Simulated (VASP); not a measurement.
Input:

```
HfC
1.0
    2.86455     0.00000     0.00000
    0.00000     2.86455     0.00000
    0.00000     0.00000     2.86455
Hf C
1 1
Direct
  0.00000   0.00000   0.00000
  0.50000   0.50000   0.50000
```

Level of theory: PBEsol GGA, VASP's PBE PAW potentials (set 64) (plane waves; VASP 6.6.1). Run with 520 eV cut-off, Gaussian smearing of 0.050 eV, potentials Hf_pv C.

Unless said otherwise, spin-orbit coupling is left out, though it shifts the bands of the heavy elements here.

**Question.** What does the run give for the band gap (along the path) with the smallest direct gap where there is one?

**Answer.** 
| Quantity | Result |
|---|---|
| band gap (along the path) | none (metal, semimetal or under 0.01 eV) |

Only differences to runs with the same potentials and settings are physical.

The structure was generated: HfC was put into the CsCl type type (Pm-3m), which need not be its known phase. It was relaxed first, which changed the volume by -32 %.
